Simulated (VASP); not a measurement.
# A few sheets of CrBr2: relaxation and electronic structure

Wanted: how a few sheets of CrBr2 relaxes, and what it costs to take an electron out.

Main program and level: VASP 6.6.1; LDA, spin-polarised from a ferromagnetic start; plane waves and PAW (Br, Cr).

## (1) Starting point

The cell holds 6 atoms: 4 Br and 2 Cr. Cell: a = 4.168 Å, b = 4.168 Å, c = 24.482 Å, α = 90.0°, β = 90.0°, γ = 52.1°. It derives from CrBr2. A few sheets cut from a layered arrangement of the crystal. Vacuum lies along c.

## (2) Relaxing the slab

All atoms relax at the fixed cell.

The input, INCAR:

```
SYSTEM = CrBr2
PREC = Normal
ENCUT = 300
EDIFF = 1E-05
NELM = 120
ISMEAR = 0
SIGMA = 0.05
LREAL = .FALSE.
ALGO = Fast
GGA = CA
NBANDS = 33
ISPIN = 2
MAGMOM = 0 0 0 0 3 3
LASPH = .TRUE.
LMAXMIX = 4
LORBIT = 11
LWAVE = .FALSE.
LCHARG = .FALSE.
KPAR = 2
IBRION = 2
NSW = 40
ISIF = 2
EDIFFG = -0.03
POTIM = 0.4
MAXMIX = 40
IDIPOL = 3
LDIPOL = .TRUE.
DIPOL = 0.5 0.5 0.5
```

The input, POSCAR:

```
CrBr2
1.0
    4.1683699850      0.0000000000      0.0000000000
    2.5597016450      3.2898686630      0.0000000000
    0.0000000000      0.0000000000     24.4820253074
Br Cr
4 2
Direct
    0.4290372110      0.4290372110      0.6936527960
    0.1827591860      0.1827591860      0.5704571340
    0.5260881120      0.5260881120      0.4295428660
    0.2798100870      0.2798100870      0.3063472040
    0.8058981980      0.8058981980      0.6320549650
    0.9029490990      0.9029490990      0.3679450350
```

The input, KPOINTS:

```
Automatic mesh
0
Gamma
7 7 1
0 0 0
```

Potentials, in the order of the species: Br and Cr (LDA family, release 64).

On the command line:

```bash
$ mpirun -np 2 vasp_std
```

The program printed:

```text
[banner, memory and clock lines left out]
running    2 mpi-ranks, on    1 nodes
[...]
LDA part: xc-table for (Slater(with rela. corr.)+CA(PZ))
 , standard interpolation
 POSCAR, INCAR and KPOINTS ok, starting setup
[...]
entering main loop
       N       E                     dE             d eps       ncg     rms          rms(c)
DAV:   1     0.292808082321E+03    0.29281E+03   -0.10025E+04  2112   0.629E+02
DAV:   2     0.212661994672E+02   -0.27154E+03   -0.25400E+03  2279   0.192E+02
DAV:   3    -0.293289260962E+02   -0.50595E+02   -0.48611E+02  2944   0.902E+01
DAV:   4    -0.320181111689E+02   -0.26892E+01   -0.26713E+01  2824   0.293E+01
[...]
RMM:  20    -0.315253510735E+02   -0.29517E-04   -0.25131E-06  1444   0.885E-03    0.315E-03
RMM:  21    -0.315253980139E+02   -0.46940E-04   -0.55161E-06  1436   0.849E-03    0.191E-03
RMM:  22    -0.315254062287E+02   -0.82148E-05   -0.12414E-06  1315   0.816E-03
   1 F= -.31525406E+02 E0= -.31525406E+02  d E =-.315254E+02  mag=     7.9993
[... from here on, the cycles between the ionic steps are left out ...]
   2 F= -.31575582E+02 E0= -.31575582E+02  d E =-.501755E-01  mag=     7.9979
   4 F= -.31634370E+02 E0= -.31634370E+02  d E =-.108963E+00  mag=     7.9989
   7 F= -.31646937E+02 E0= -.31646937E+02  d E =-.125669E-01  mag=     8.0004
  10 F= -.31655957E+02 E0= -.31655957E+02  d E =-.902046E-02  mag=     7.9994
  13 F= -.31659095E+02 E0= -.31659094E+02  d E =-.237139E-03  mag=     7.9997
  16 F= -.31659899E+02 E0= -.31659898E+02  d E =-.104101E-02  mag=     7.9999
  19 F= -.31660716E+02 E0= -.31660716E+02  d E =-.812949E-03  mag=     8.0001
  22 F= -.31662548E+02 E0= -.31662548E+02  d E =-.116001E-02  mag=     7.9993
  25 F= -.31662999E+02 E0= -.31662998E+02  d E =-.284889E-03  mag=     7.9979
  28 F= -.31665585E+02 E0= -.31665585E+02  d E =-.287161E-02  mag=     8.0000
  31 F= -.31665998E+02 E0= -.31665997E+02  d E =-.298884E-03  mag=     7.9991
  34 F= -.31671492E+02 E0= -.31671490E+02  d E =-.579321E-02  mag=     8.0036
  37 F= -.31682410E+02 E0= -.31682076E+02  d E =-.167109E-01  mag=     7.9994
  39 F= -.31694670E+02 E0= -.31694595E+02  d E =-.551065E-02  mag=     8.0006
  40 F= -.31694734E+02 E0= -.31694659E+02  d E =-.557500E-02  mag=     8.0000
[...]
```

Elapsed: 7.3 min, on 2 MPI ranks of Intel Xeon 6975P-C (Granite Rapids), shared host; peak memory 0.51 GiB.

The logs omit lines about the potential files and the build; timing stands in the text.

OUTCAR, selected parts (step 2):

```text
 dipolmoment           0.000000      0.000000      0.000066 electrons x Angstroem

 spin component 1
 k-point     1 :       0.0000    0.0000    0.0000
  band No.  band energies     occupation
    ...
     20      -2.5467      1.00000
     21      -2.3257      1.00000
     22      -2.3089      1.00000
     23      -1.2698      0.99643
     24      -1.2368      0.96056
     25      -0.5416      0.00000
     26      -0.4342      0.00000
     27       1.2120      0.00000
     28       1.7803      0.00000
     29       1.9523      0.00000
    ...

 k-point     2 :       0.1429    0.0000    0.0000
  band No.  band energies     occupation
    ...
     20      -2.4639      1.00000
     21      -2.2011      1.00000
     22      -2.1683      1.00000
     23      -1.4511      1.00000
     24      -1.3921      1.00000
     25      -0.8785      0.00000
     26      -0.8379      0.00000
     27       1.9500      0.00000
     28       2.3675      0.00000
     29       2.4877      0.00000
    ...

  Total       -2.5103573     -3.0424318     -0.2943331      0.3419256     -0.1303093     -0.2664988
  in kB      -11.9799213    -14.5190860     -1.4046159      1.6317367     -0.6218619     -1.2717851
  external PRESSURE =      -9.3012077 kB  Pullay stress =       0.0000000 kB

 POSITION                                       TOTAL-FORCE (eV/Angst)
 -----------------------------------------------------------------------------------
      2.97036      1.45243     16.49663        -0.068611     -0.033549     -0.035460
      1.11757      0.54647     13.77657         0.045633      0.022314     -0.035189
      3.65160      1.78555     10.70545        -0.045633     -0.022314      0.035189
      1.79882      0.87958      7.98540         0.068611      0.033549      0.035460
      5.38678      2.63401     15.14416         0.032739      0.016009      0.028546
      6.11047      2.98787      9.33787        -0.032739     -0.016009     -0.028546
 -----------------------------------------------------------------------------------
    total drift:                                0.000124      0.000061      0.003019

  FREE ENERGIE OF THE ION-ELECTRON SYSTEM (eV)
  ---------------------------------------------------
  free  energy   TOTEN  =       -31.6947343554 eV

  energy  without entropy=      -31.6945826842  energy(sigma->0) =      -31.69465852

 vacuum level on the upper side and lower side of the slab         3.568         3.567

 magnetization (x)
# of ion       s       p       d       tot
------------------------------------------
    1        0.002  -0.016   0.012  -0.001
    2        0.002  -0.018   0.013  -0.003
    3        0.002  -0.018   0.013  -0.003
    4        0.002  -0.016   0.012  -0.001
    5        0.050   0.032   3.597   3.680
    6        0.050   0.032   3.597   3.680
--------------------------------------------------
tot          0.110  -0.002   7.245   7.353

[... 24 further parts left out ...]
[key lines of the parts left out:]
E-fermi :  -1.1746
```

CONTCAR:

```
CrBr2
   1.00000000000000
     4.1683699850000000    0.0000000000000000    0.0000000000000000
     2.5597016450000001    3.2898686630000000    0.0000000000000000
     0.0000000000000000    0.0000000000000000   24.4820253074000007
  Br              Cr
     4     2
Direct
     0.4414870185715515    0.4414870185715515    0.6738260108464280
     0.1661060552622524    0.1661060552622524    0.5627220067212618
     0.5427412427377424    0.5427412427377424    0.4372779932787381
     0.2673602794284505    0.2673602794284505    0.3261739891535724
     0.8006425318368823    0.8006425318368823    0.6185827739441806
     0.9082047651631161    0.9082047651631161    0.3814172260558192
```

Step by step (22 of 40):

```
step  energy less that of the first step (eV)  largest force (eV/Å)
   1                                   0.0000                0.6437
   3                                  -0.1080                0.1147
   5                                  -0.1113                0.1075
   7                                  -0.1215                0.2219
   8                                  -0.1227                0.2103
  10                                  -0.1306                0.1126
  12                                  -0.1335                0.0501
  14                                  -0.1342                0.0359
  16                                  -0.1345                0.0671
  18                                  -0.1347                0.0725
  20                                  -0.1360                0.0480
  21                                  -0.1364                0.0360
  23                                  -0.1369                0.1348
  25                                  -0.1376                0.0771
  27                                  -0.1391                0.0653
  29                                  -0.1392                0.2326
  31                                  -0.1406                0.1479
  33                                  -0.1430                0.1488
  34                                  -0.1461                0.1513
  36                                  -0.1608                0.1673
  38                                  -0.1638                0.1710
  40                                  -0.1693                0.0842
```

The atoms that moved most (Å):

```
atom      dx      dy      dz  length
 Br4  -0.084  -0.041   0.485   0.494
 Br1   0.084   0.041  -0.485   0.494
 Cr6   0.035   0.017   0.330   0.332
 Cr5  -0.035  -0.017  -0.330   0.332
 Br2  -0.112  -0.055  -0.189   0.227
 Br3   0.112   0.055   0.189   0.227
```

Final coordinates:

```xyz
6
Lattice="4.1684 0.0000 0.0000 2.5597 3.2899 0.0000 0.0000 0.0000 24.4820" Properties=species:S:1:pos:R:3
Br    2.9704    1.4524   16.4966
Br    1.1176    0.5465   13.7766
Br    3.6516    1.7855   10.7054
Br    1.7988    0.8796    7.9854
Cr    5.3868    2.6340   15.1442
Cr    6.1105    2.9879    9.3379
```

The run used up its steps with a largest force of 0.08 eV/Å at its last finished step, so it is continued.

[end of part 1 of 4]

[Lines on the potential files, build, host, timing and source positions are cut from VASP's logs without a mark.]

[Logs are printed without paths, hosts, clocks, repeated set-up lines and the standing remarks that a program may print on its own settings, such as how far it seeks lower states.]

[Hosts, paths, dates, database ids (printed as entryN), source tags and the programs' standing remarks are cut or masked in the printed files.]

[In band tables of VASP the shares of atoms and orbitals are scaled to a sum of 1 inside the atoms' spheres.]

[Runs that stopped without an error message from VASP are left out.]
